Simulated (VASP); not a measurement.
# BaY (P-6m2) in VASP: reference runs

Reference runs on BaY: the cell as given.

Everything below comes from runs of VASP 6.6.1. Logs are shortened: lines on timing, memory, paths and dates and some standing lists are left out, and cuts for length are marked.

## 1. Starting point

Symmetry: P-6m2, No. 187, hexagonal system. The conventional cell has a = 3.817 Å, b = 3.817 Å, c = 6.019 Å, α = 90.00°, β = 90.00°, γ = 120.00°. Ba (site symmetry -6m2) is surrounded by 6 Y at 3.73 Å and 6 Ba at 3.82 Å. Y (site symmetry -6m2) is surrounded by 6 Ba at 3.73 Å and 6 Y at 3.82 Å.

The cell was built by a generator and needn't be a form met in nature.

## 2. Single point, PBE

File INCAR:

```
SYSTEM = BaY
PREC = Accurate
ENCUT = 520
EDIFF = 1E-7
ISMEAR = -1
SIGMA = 0.05
LREAL = .FALSE.
LASPH = .TRUE.
NELM = 100
ALGO = Normal
ISIF = 2
LWAVE = .FALSE.
LCHARG = .TRUE.
GGA = PE
LELF = .TRUE.
LVHAR = .TRUE.
NBANDS = 18
```

File KPOINTS:

```
regular mesh
0
G
  8 8 5
  0 0 0
```

File POSCAR:

```
BaY
1.0
    3.8169095700      0.0000000000      0.0000000000
   -1.9084547900      3.3055406600      0.0000000000
    0.0000000000      0.0000000000      6.0186537100
Ba Y
1 1
Direct
    0.3333333300      0.6666666700      0.0000000000
    0.6666666700      0.3333333300      0.5000000000
```

Potentials or basis: VASP PAW PBE potentials, release 64 (Ba_sv, Y_sv).

Run with:

```console
$ cat potpaw_PBE.64/Ba_sv/POTCAR potpaw_PBE.64/Y_sv/POTCAR > POTCAR
$ mpirun -np 1 vasp_std > vasp.out
```

OUTCAR:

```text
SYSTEM = BaY
   PREC = Accurate
   ENCUT = 520
   EDIFF = 1E-7
   ISMEAR = -1
   LREAL = .FALSE.
   LASPH = .TRUE.
   NELM = 100
   ISIF = 2
   GGA = PE

 ion  position               nearest neighbor table
   1  0.333  0.667  0.000-   2 3.73   2 3.73   2 3.73   2 3.73   2 3.73   2 3.73
   2  0.667  0.333  0.500-   1 3.73   1 3.73   1 3.73   1 3.73   1 3.73   1 3.73

  LATTYP: Found a hexagonal cell.
 ALAT       =     3.8169095700
 C/A-ratio  =     1.5768394822

  Lattice vectors:

 A1 = (   3.8169095700,   0.0000000000,   0.0000000000)
 A2 = (  -1.9084547900,   3.3055406600,   0.0000000000)
 A3 = (   0.0000000000,   0.0000000000,   6.0186537100)

Analysis of symmetry for initial positions (statically):
=====================================================================
 Subroutine PRICEL returns:
 Original cell was already a primitive cell.

 Routine SETGRP: Setting up the symmetry group for a
 hexagonal supercell.

 Subroutine GETGRP returns: Found 12 space group operations
 (whereof 12 operations were pure point group operations)
 out of a pool of 24 trial point group operations.

The static configuration has the point symmetry D_3h.

Analysis of symmetry for dynamics (positions and initial velocities):
=====================================================================
 Subroutine PRICEL returns:
 Original cell was already a primitive cell.

 Routine SETGRP: Setting up the symmetry group for a
 hexagonal supercell.

 Subroutine GETGRP returns: Found 12 space group operations
 (whereof 12 operations were pure point group operations)
 out of a pool of 24 trial point group operations.

The dynamic configuration has the point symmetry D_3h.

 Subroutine INISYM returns: Found 12 space group operations
 (whereof 12 operations are pure point group operations),
 and found     1 'primitive' translations

----------------------------------------------------------------------------------------

                                     Primitive cell

  volume of cell :      75.9371

  direct lattice vectors                    reciprocal lattice vectors
     3.816909570  0.000000000  0.000000000     0.261992060  0.151261186  0.000000000
    -1.908454790  3.305540660  0.000000000     0.000000000  0.302522372  0.000000000
     0.000000000  0.000000000  6.018653710     0.000000000  0.000000000  0.166150114

  length of vectors
     3.816909570  3.816909580  6.018653710     0.302522372  0.302522372  0.166150114

  position of ions in fractional coordinates (direct lattice)
     0.333333330  0.666666670  0.000000000
     0.666666670  0.333333330  0.500000000

  ion indices of the primitive-cell ions
   primitive index   ion index
                 1           1
                 2           2

----------------------------------------------------------------------------------------

 KPOINTS: regular mesh

Automatic generation of k-mesh.
 Grid dimensions read from file:
 generate k-points for:    8    8    5

 Generating k-lattice:

  Cartesian coordinates                     Fractional coordinates (reciprocal lattice)
     0.032749007  0.018907648  0.000000000     0.125000000  0.000000000  0.000000000
     0.000000000  0.037815296  0.000000000     0.000000000  0.125000000  0.000000000
     0.000000000  0.000000000  0.033230023     0.000000000  0.000000000  0.200000000

  Length of vectors
     0.037815297  0.037815296  0.033230023

  Shift w.r.t. Gamma in fractional coordinates (k-lattice)
     0.000000000  0.000000000  0.000000000

 Subroutine IBZKPT returns following result:
 ===========================================

 Found     30 irreducible k-points:

 Following reciprocal coordinates:
            Coordinates               Weight
  0.000000  0.000000  0.000000      1.000000
  0.125000  0.000000  0.000000      6.000000
  0.250000  0.000000  0.000000      6.000000
  0.375000  0.000000  0.000000      6.000000
  0.500000  0.000000  0.000000      3.000000
  0.125000  0.125000  0.000000      6.000000
[... 16 lines left out ...]
  0.250000  0.000000  0.400000     12.000000
  0.375000  0.000000  0.400000     12.000000
 [... further k-points ...]
   k-points           NKPTS =     30   k-points in BZ     NKDIM =     30   number of bands    NBANDS=     18
   number of dos      NEDOS =    301   number of ions     NIONS =      2
   total plane-waves  NPLWV =  37632
   dimension x,y,z NGX =    28 NGY =   28 NGZ =   48
   dimension x,y,z NGXF=    56 NGYF=   56 NGZF=   96
   ions per type =               1   1
   NGX,Y,Z   is equivalent  to a cutoff of  12.20, 12.20, 13.26 a.u.
   NGXF,Y,Z  is equivalent  to a cutoff of  24.39, 24.39, 26.52 a.u.
 SYSTEM =  BaY
   PREC   = accura    normal or accurate (medium, high low for compatibility)
   ISTART =      0    job   : 0-new  1-cont  2-samecut
   ICHARG =      2    charge: 1-file 2-atom 10-const
   ISPIN  =      1    spin polarized calculation?
   LNONCOLLINEAR =      F non collinear calculations
   LSORBIT =      F    spin-orbit coupling
   LASPH  =      T    aspherical Exc in radial PAW
   ENCUT  =  520.0 eV  38.22 Ry    6.18 a.u.   7.10  7.10 11.19*2*pi/ulx,y,z
   NELM   =    100;   NELMIN=  2; NELMDL= -5     # of ELM steps
   EDIFF  = 0.1E-06   stopping-criterion for ELM
   LREAL  =      F    real-space projection
   EDIFFG = 0.1E-05   stopping-criterion for IOM
   NSW    =      0    number of steps for IOM
   IBRION =     -1    ionic relax: 0-MD 1-quasi-New 2-CG
   NFREE  =      0    steps in history (QN), initial steepest desc. (CG)
   ISIF   =      2    stress and relaxation
   ISYM   =      2    0-nonsym 1-usesym 2-fastsym
   POTIM  = 0.5000    time-step for ionic-motion
   TEBEG  =    0.0;   TEEND  =   0.0 temperature during run
   PSTRESS=    0.0 pullay stress
   NELECT =      21.0000    total number of electrons
   NUPDOWN=      -1.0000    fix difference up-down
   EMIN   =  10.00;   EMAX   =-10.00  energy-range for DOS
   EFERMI =   0.00;   METHOD = LEGACY
   ISMEAR =    -1;   SIGMA  =   0.05  broadening in eV -4-tet -1-fermi 0-gaus
   EFERMI_NEDOS =   21; number of points for ismear=-14 and -15
   IALGO  =     38    algorithm
   IMIX   =      4    mixing-type and parameters
     AMIX     =   0.40;   BMIX     =  1.00
     AMIX_MAG =   1.60;   BMIX_MAG =  1.00
  volume/ion in A,a.u.               =      37.97       256.22
  Fermi-wavevector in a.u.,A,eV,Ry     =   1.066588  2.015559 15.478123  1.137610
  Thomas-Fermi vector in A             =   2.202177
   LORBIT       =      0    0 simple, 1 ext, 2 COOP (PROOUT), +10 PAW based schemes
   GGA     = PE    functional components
   LHFCALC =     F    Hartree Fock is set to
   AEXX    =    0.0000 exact exchange contribution
   IVDW    =     0    specifies the selected vdW correction
   LEPSILON=     F    determine dielectric tensor
   LRPA    =     F    only Hartree local field effects (RPA)
 non-spin polarized calculation
  energy-cutoff  :      520.00
  volume of cell :       75.94
 maximum number of plane-waves:      2062
   NGX = 15   NGY = 15   NGZ = 23

 number of electron      21.0000000 magnetization

 Free energy of the ion-electron system (eV)
  ---------------------------------------------------
  ext. energy  EPLUGINS =         0.00000000
  ---------------------------------------------------
  free energy    TOTEN  =        -7.67328402 eV

  energy without entropy =       -7.64501338  energy(sigma->0) =       -7.65914870

 E-fermi :   3.0617     XC(G=0):  -9.0540

 val. band max:        3.0466984807   @ k =   0.3750   0.0000   0.4000
 cond. band min:       3.0908939947   @ k =   0.2500   0.2500   0.2000
 fundamental gap:      0.0441955140
 Fermi energy:         3.0616514960

 k-point     1 :       0.0000    0.0000    0.0000
  band No.  band energies     occupation
      1     -40.0959      2.00000
      2     -24.9753      2.00000
      3     -20.1520      2.00000
      4     -19.9146      2.00000
      5     -19.9146      2.00000
      6     -10.2809      2.00000
[... 10 lines left out ...]
     17       5.8323      0.00000
     18       5.8323      0.00000

 k-point     2 :       0.1250    0.0000    0.0000
  band No.  band energies     occupation
      1     -40.0932      2.00000
      2     -24.9491      2.00000
      3     -20.1464      2.00000
      4     -19.9482      2.00000
      5     -19.9227      2.00000
      6     -10.2498      2.00000
[... 10 lines left out ...]
     17       5.7682      0.00000
     18       6.2229      0.00000

 k-point     3 :       0.2500    0.0000    0.0000
  band No.  band energies     occupation
      1     -40.0866      2.00000
      2     -24.8849      2.00000
      3     -20.1327      2.00000
      4     -20.0284      2.00000
      5     -19.9421      2.00000
      6     -10.3157      2.00000
[... 10 lines left out ...]
     17       6.5180      0.00000
     18       7.3451      0.00000

 k-point     4 :       0.3750    0.0000    0.0000
  band No.  band energies     occupation
      1     -40.0801      2.00000
      2     -24.8191      2.00000
      3     -20.1190      2.00000
      4     -20.1071      2.00000
      5     -19.9614      2.00000
      6     -10.7843      2.00000
[... 375 lines left out ...]
      4     -19.9487      2.00000
      5     -19.9225      2.00000
      6     -10.3177      2.00000
[... 10 lines left out ...]
     17       6.9104      0.00000
     18       7.1022      0.00000

 k-point    23 :       0.2500    0.0000    0.4000
  band No.  band energies     occupation
      1     -40.0866      2.00000
      2     -24.8867      2.00000
      3     -20.1254      2.00000
      4     -20.0303      2.00000
      5     -19.9419      2.00000
      6     -10.3047      2.00000
[... 10 lines left out ...]
     17       7.1980      0.00000
     18       7.6151      0.00000

 k-point    24 :       0.3750    0.0000    0.4000
  band No.  band energies     occupation
      1     -40.0800      2.00000
      2     -24.8193      2.00000
      3     -20.1174      2.00000
      4     -20.1102      2.00000
      5     -19.9611      2.00000
      6     -10.7673      2.00000
[... 10 lines left out ...]
     17       7.6059      0.00000
     18       7.7617      0.00000

 [... further k-points ...]

------------------------ aborting loop because EDIFF is reached ----------------------------------------

  FORCE on cell =-STRESS in cart. coord.  units (eV):
  Direction    XX          YY          ZZ          XY          YZ          ZX
  --------------------------------------------------------------------------------------
  -------------------------------------------------------------------------------------
  Total        0.9166125      0.9166125      1.8470731     -0.0000000      0.0000000      0.0000000
  in kB       19.3393836     19.3393837     38.9709452     -0.0000000      0.0000000      0.0000000
  external PRESSURE =      25.8832375 kB  Pullay stress =       0.0000000 kB

 VOLUME and BASIS-vectors are now :
 -----------------------------------------------------------------------------
  energy-cutoff  :      520.00
  volume of cell :       75.94
      direct lattice vectors                 reciprocal lattice vectors
     3.816909570  0.000000000  0.000000000     0.261992060  0.151261186  0.000000000
    -1.908454790  3.305540660  0.000000000     0.000000000  0.302522372  0.000000000
     0.000000000  0.000000000  6.018653710     0.000000000  0.000000000  0.166150114

 POSITION                                       TOTAL-FORCE (eV/Angst)
 -----------------------------------------------------------------------------------
     -0.00000      2.20369      0.00000         0.000000      0.000000      0.000000
      1.90845      1.10185      3.00933        -0.000000     -0.000000      0.000000
 -----------------------------------------------------------------------------------
    total drift:                               -0.000004      0.000002      0.000000

  FREE ENERGIE OF THE ION-ELECTRON SYSTEM (eV)
  ---------------------------------------------------
  free  energy   TOTEN  =        -7.6732840157 eV

  energy  without entropy=       -7.6450133809  energy(sigma->0) =       -7.65914870
```

Wall time 26 s (1 thread of Intel Xeon Platinum 8488C (Sapphire Rapids), shared host); peak memory 0.22 GiB.

What came out:

```
Free energy            : -7.6733 eV
Pressure               : 2.6 GPa
Band gap on the k mesh : none (metal or under the smearing width)
```
